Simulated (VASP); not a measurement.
All values below come from PBEsol GGA, VASP's PBE PAW potentials (set 64) (plane waves; VASP 6.6.1).

VASP input:

KPOINTS:
```
K-points
0
G
8 8 8
0 0 0
```

INCAR:
```
SYSTEM=TaTe
PREC=Accurate; ENCUT=400; LREAL=.False.
LASPH=.True.
EDIFF=1E-6; NELM=100; ALGO=Normal
LMAXMIX=6
ISMEAR=1; SIGMA=0.1
GGA=PS
IBRION=2; NSW=60; ISIF=3
EDIFFG=-0.01
LWAVE=.False.; LCHARG=.False.
```

POSCAR:
```
TaTe
1
    4.0040000000     0.0000000000     0.0000000000
    0.0000000000     4.0040000000     0.0000000000
    0.0000000000     0.0000000000     4.0040000000
Ta Te
1 1
Direct
  0.0000000000   0.0000000000   0.0000000000
  0.5000000000   0.5000000000   0.5000000000
```

POTCAR, in this order: Ta_pv Te (PBE.64 set). Program: vasp_std.

Output

OSZICAR:
```
       N       E                     dE             d eps       ncg     rms          rms(c)
DAV:   1     0.559376376399E+02    0.55938E+02   -0.74032E+03   968   0.961E+02
DAV:   2    -0.109439866911E+02   -0.66882E+02   -0.65002E+02   996   0.207E+02
DAV:   3    -0.139675332992E+02   -0.30235E+01   -0.29339E+01  1076   0.388E+01
DAV:   4    -0.140568532460E+02   -0.89320E-01   -0.88587E-01  1156   0.622E+00
DAV:   5    -0.140598421206E+02   -0.29889E-02   -0.29845E-02  1144   0.952E-01    0.796E+00
DAV:   6    -0.127940476199E+02    0.12658E+01   -0.65419E+00  1084   0.143E+01    0.237E+00
DAV:   7    -0.127204019056E+02    0.73646E-01   -0.45631E-01  1108   0.328E+00    0.126E+00
DAV:   8    -0.126988543406E+02    0.21548E-01   -0.91960E-02  1032   0.195E+00    0.750E-01
DAV:   9    -0.126990424981E+02   -0.18816E-03   -0.27818E-03  1212   0.336E-01    0.679E-01
DAV:  10    -0.126990116993E+02    0.30799E-04   -0.13855E-03  1024   0.347E-01    0.563E-02
DAV:  11    -0.126989552035E+02    0.56496E-04   -0.17164E-04  1160   0.819E-02    0.284E-02
DAV:  12    -0.126989557922E+02   -0.58863E-06   -0.81633E-06  1056   0.187E-02
   1 F= -.12698956E+02 E0= -.12695803E+02  d E =-.126990E+02
       N       E                     dE             d eps       ncg     rms          rms(c)
DAV:   1    -0.633267319306E+02   -0.50628E+02   -0.12573E+03   840   0.338E+02    0.692E+01
DAV:   2    -0.249279990214E+02    0.38399E+02   -0.74641E+01   896   0.120E+02    0.254E+01
DAV:   3    -0.145139493363E+02    0.10414E+02   -0.19426E+01   916   0.579E+01    0.131E+01
DAV:   4    -0.141765014458E+02    0.33745E+00   -0.75749E-01   992   0.845E+00    0.929E+00
DAV:   5    -0.140431360265E+02    0.13337E+00   -0.49302E-01  1004   0.748E+00    0.334E+00
DAV:   6    -0.140487434532E+02   -0.56074E-02   -0.25448E-02   988   0.133E+00    0.545E-01
DAV:   7    -0.140486059196E+02    0.13753E-03   -0.67944E-04  1016   0.250E-01    0.207E-01
DAV:   8    -0.140485841685E+02    0.21751E-04   -0.43915E-05   944   0.515E-02    0.540E-02
DAV:   9    -0.140485848825E+02   -0.71397E-06   -0.95922E-07   744   0.101E-02
   2 F= -.14048585E+02 E0= -.14048550E+02  d E =-.134963E+01
       N       E                     dE             d eps       ncg     rms          rms(c)
DAV:   1    -0.223660116840E+02   -0.83174E+01   -0.22610E+02   872   0.201E+02    0.221E+01
DAV:   2    -0.169025291254E+02    0.54635E+01   -0.13061E+01   864   0.355E+01    0.837E+00
DAV:   3    -0.159709134012E+02    0.93162E+00   -0.16438E+00   968   0.117E+01    0.263E+00
DAV:   4    -0.158399949532E+02    0.13092E+00   -0.45338E-01   968   0.576E+00    0.203E+00
DAV:   5    -0.158412757099E+02   -0.12808E-02   -0.95977E-03   936   0.897E-01    0.207E+00
DAV:   6    -0.158423468579E+02   -0.10711E-02   -0.13320E-03  1024   0.369E-01    0.149E+00
DAV:   7    -0.158470608979E+02   -0.47140E-02   -0.11036E-02  1080   0.100E+00    0.214E+00
DAV:   8    -0.158462592510E+02    0.80165E-03   -0.53415E-04   936   0.236E-01    0.158E+00
DAV:   9    -0.158454033832E+02    0.85587E-03   -0.14511E-03   996   0.353E-01    0.557E-01
DAV:  10    -0.158452928474E+02    0.11054E-03   -0.30078E-04  1068   0.161E-01    0.142E-02
DAV:  11    -0.158452922923E+02    0.55508E-06   -0.61802E-06   996   0.197E-02
   3 F= -.15845292E+02 E0= -.15844149E+02  d E =-.314634E+01
       N       E                     dE             d eps       ncg     rms          rms(c)
DAV:   1    -0.158760055977E+02   -0.30713E-01   -0.64063E-01   868   0.938E+00    0.116E+00
DAV:   2    -0.158588196303E+02    0.17186E-01   -0.31871E-02   868   0.185E+00    0.400E-01
DAV:   3    -0.158553554583E+02    0.34642E-02   -0.66556E-03  1004   0.796E-01    0.103E-01
DAV:   4    -0.158551212610E+02    0.23420E-03   -0.82542E-04   964   0.240E-01    0.831E-02
DAV:   5    -0.158551398748E+02   -0.18614E-04   -0.63389E-05  1084   0.805E-02    0.211E-02
DAV:   6    -0.158551393698E+02    0.50493E-06   -0.12790E-05   940   0.264E-02    0.436E-03
DAV:   7    -0.158551389672E+02    0.40259E-06   -0.58209E-07   452   0.721E-03
   4 F= -.15855139E+02 E0= -.15854158E+02  d E =-.315618E+01
       N       E                     dE             d eps       ncg     rms          rms(c)
DAV:   1    -0.158655456297E+02   -0.10406E-01   -0.28894E-01   860   0.634E+00    0.793E-01
DAV:   2    -0.158578790646E+02    0.76666E-02   -0.14123E-02   860   0.124E+00    0.275E-01
DAV:   3    -0.158563262525E+02    0.15528E-02   -0.29559E-03  1008   0.532E-01    0.667E-02
DAV:   4    -0.158562215086E+02    0.10474E-03   -0.36308E-04   956   0.161E-01    0.539E-02
DAV:   5    -0.158562305798E+02   -0.90712E-05   -0.26436E-05  1068   0.522E-02    0.139E-02
DAV:   6    -0.158562307071E+02   -0.12727E-06   -0.47830E-06   912   0.158E-02
   5 F= -.15856231E+02 E0= -.15855370E+02  d E =-.315727E+01
       N       E                     dE             d eps       ncg     rms          rms(c)
DAV:   1    -0.158602388699E+02   -0.40083E-02   -0.13185E-01   864   0.431E+00    0.533E-01
DAV:   2    -0.158567485814E+02    0.34903E-02   -0.64881E-03   864   0.835E-01    0.185E-01
DAV:   3    -0.158560467395E+02    0.70184E-03   -0.13186E-03  1008   0.353E-01    0.444E-02
DAV:   4    -0.158559932176E+02    0.53522E-04   -0.16817E-04   952   0.110E-01    0.371E-02
DAV:   5    -0.158559941242E+02   -0.90656E-06   -0.11119E-05  1072   0.336E-02    0.966E-03
DAV:   6    -0.158559937171E+02    0.40713E-06   -0.18892E-06   784   0.948E-03
   6 F= -.15855994E+02 E0= -.15855052E+02  d E =0.236990E-03
       N       E                     dE             d eps       ncg     rms          rms(c)
DAV:   1    -0.158579935504E+02   -0.19994E-02   -0.50129E-02   860   0.265E+00    0.330E-01
DAV:   2    -0.158566657356E+02    0.13278E-02   -0.24580E-03   860   0.517E-01    0.114E-01
DAV:   3    -0.158563993287E+02    0.26641E-03   -0.50650E-04  1008   0.219E-01    0.276E-02
DAV:   4    -0.158563819271E+02    0.17402E-04   -0.63520E-05   944   0.675E-02    0.226E-02
DAV:   5    -0.158563841782E+02   -0.22511E-05   -0.43832E-06  1024   0.211E-02    0.590E-03
DAV:   6    -0.158563843355E+02   -0.15725E-06   -0.69545E-07   436   0.619E-03
   7 F= -.15856384E+02 E0= -.15855492E+02  d E =-.153628E-03
```

File OUTCAR:
```
------------------------ aborting loop because EDIFF is reached ----------------------------------------
  FORCE on cell =-STRESS in cart. coord.  units (eV):
  Direction    XX          YY          ZZ          XY          YZ          ZX
  --------------------------------------------------------------------------------------
  Total        0.0015686      0.0015686      0.0015686      0.0000000      0.0000000      0.0000000
  in kB        0.0650731      0.0650731      0.0650731      0.0000000      0.0000000      0.0000000
  external PRESSURE =       0.0650731 kB  Pullay stress =       0.0000000 kB
  volume of cell :       38.62
      direct lattice vectors                 reciprocal lattice vectors
     3.380192688 -0.000000000  0.000000000     0.295841123 -0.000000000 -0.000000000
     0.000000000  3.380192688 -0.000000000     0.000000000  0.295841123  0.000000000
     0.000000000 -0.000000000  3.380192688    -0.000000000  0.000000000  0.295841123
 POSITION                                       TOTAL-FORCE (eV/Angst)
 -----------------------------------------------------------------------------------
      0.00000     -0.00000      0.00000         0.000000     -0.000000      0.000000
      1.69010      1.69010      1.69010        -0.000000      0.000000      0.000000
 -----------------------------------------------------------------------------------
    total drift:                               -0.000000      0.000000     -0.000000
  FREE ENERGIE OF THE ION-ELECTRON SYSTEM (eV)
  ---------------------------------------------------
  free  energy   TOTEN  =       -15.8563843355 eV

  energy  without entropy=      -15.8537082798  energy(sigma->0) =      -15.85549232

 reached required accuracy - stopping structural energy minimisation
```
(Selected blocks of OUTCAR.)

File CONTCAR:
```
TaTe
   1.00000000000000
     3.3801926883364097   -0.0000000000000000    0.0000000000000000
     0.0000000000000000    3.3801926883364093   -0.0000000000000000
     0.0000000000000000   -0.0000000000000000    3.3801926883364097
  Ta              Te
     1     1
Direct
     0.0000000000000000    0.0000000000000000    0.0000000000000000
     0.5000000000000000    0.5000000000000000    0.5000000000000000
```

Energy and stress use the plane-wave basis of the starting cell.

The structure was generated: TaTe was put into the CsCl type type (Pm-3m), which need not be its known phase. This run relaxes it. Symmetry was kept, so distortions that lower it aren't found. The electron count is odd and the run is not spin-polarised, which forces a metal.
